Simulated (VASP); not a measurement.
```xyz
8
Lattice="0.0003 6.2544 6.2497 6.2544 0.0003 6.2497 3.1273 3.1273 0.0000" Properties=species:S:1:pos:R:3 pbc="T T T"
In     6.2546     6.2546    12.4907
Sb     1.5637     1.5637     1.6663
Sb     4.6400     1.6146     4.6365
Sb     1.6146     4.6400     4.6365
Sb     4.6910     4.6910     7.8112
Al     6.2606     9.3760     9.3760
Al     9.3760     6.2606     9.3760
Al     6.2546     6.2546     6.2542
```

These are PBEsol GGA, VASP's PBE PAW potentials (set 64) (plane waves; VASP 6.6.1) values and carry that method's errors. Numerical set-up: 400 eV cut-off, 4×4×7 Γ-centred mesh, tetrahedra with Blöchl corrections, potentials In_d Sb Al.

The cores are frozen, which limits the accuracy of field gradients.

Question: Give the principal components of the electric field gradient (V/Å²) and the asymmetry η at each nucleus.

Answer: 
```tsv
atom	Vxx	Vyy	Vzz	η
In1	-7.3	-0.1	7.4	0.96
Sb2	24.9	5.5	-30.5	0.64
Sb3	-17.0	-13.7	30.6	0.11
Sb4	-17.0	-13.7	30.6	0.11
Sb5	1.0	0.1	-1.1	0.83
Al6	-1.4	-1.0	2.4	0.20
Al7	-1.4	-1.0	2.4	0.20
Al8	1.5	0.1	-1.5	0.92
```

The structure was generated: Al3InSb4 was put into an ordered model structure (Amm2), which need not be its known phase. It was relaxed first.
